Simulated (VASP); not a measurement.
Consider the following.

```xyz
2
Lattice="0.0000 3.2400 3.2400 3.2400 0.0000 3.2400 3.2400 3.2400 0.0000" Properties=species:S:1:pos:R:3 pbc="T T T"
Cd     0.0000     0.0000     0.0000
Te     1.6200     1.6200     1.6200
```

Method: PBE GGA, VASP's PBE PAW potentials (set 64) (plane waves; VASP). Numerical set-up: 400 eV cut-off, 6×6×6 Γ-centred mesh, Gaussian smearing of 0.050 eV, potentials Cd Te.

Problem. Give the stress tensor in GPa (positive for a compressed cell).

Solution. 
```
2.43  0.00  0.00
0.00  2.43  0.00
0.00  0.00  2.43
```
The pressure is its mean diagonal, 2.43 GPa.

The compound is CdTe in the zinc blende structure. The cell was not relaxed at this level.
